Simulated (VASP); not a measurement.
```xyz
4
Lattice="1.9894 -3.4458 0.0000 1.9894 3.4458 0.0000 0.0000 0.0000 5.1919" Properties=species:S:1:pos:R:3 pbc="T T T"
Ni     0.0000     0.0000     2.5959
Ni     0.0000     0.0000     0.0000
Sb     1.9894     1.1486     1.2980
Sb     1.9894    -1.1486     3.8939
```

All values below come from optB88-vdW, VASP's PBE PAW potentials (set 64) (plane waves; VASP 6.6.1). Settings: 520 eV cut-off, Gaussian smearing of 0.050 eV, potentials Ni Sb.

Q: Give the energies of bands 5 to 18 at the high-symmetry points, in eV from the Fermi level.

A: 
```tsv
band	Γ	M	K	A	L	H
5	-3.72	-3.31	-4.15	-2.99	-3.09	-4.87
6	-2.98	-3.00	-3.00	-2.99	-3.09	-4.87
7	-2.42	-2.98	-3.00	-2.66	-2.68	-2.61
8	-2.42	-2.96	-2.53	-2.66	-2.68	-2.61
9	-2.00	-2.71	-1.89	-1.98	-1.86	-1.95
10	-2.00	-2.04	-1.89	-1.98	-1.86	-1.95
11	-1.27	-1.98	-1.87	-1.98	-1.82	-1.90
12	-1.27	-1.76	-1.52	-1.98	-1.82	-1.90
13	-0.04	-1.51	-1.30	0.10	-1.72	-1.34
14	0.60	-1.34	-1.30	0.10	-1.72	-1.34
15	0.60	-1.27	-0.53	1.99	0.24	-1.23
16	2.39	-0.43	-0.53	1.99	0.24	-1.23
17	2.39	1.10	0.59	1.99	1.58	4.03
18	3.25	3.54	0.59	1.99	1.58	4.03
```

It has no gap at this level: it comes out as a metal or semimetal.

The compound is NiSb in the NiAs type structure. It was relaxed first. The run is not spin-polarised, so no magnetic state was tried.
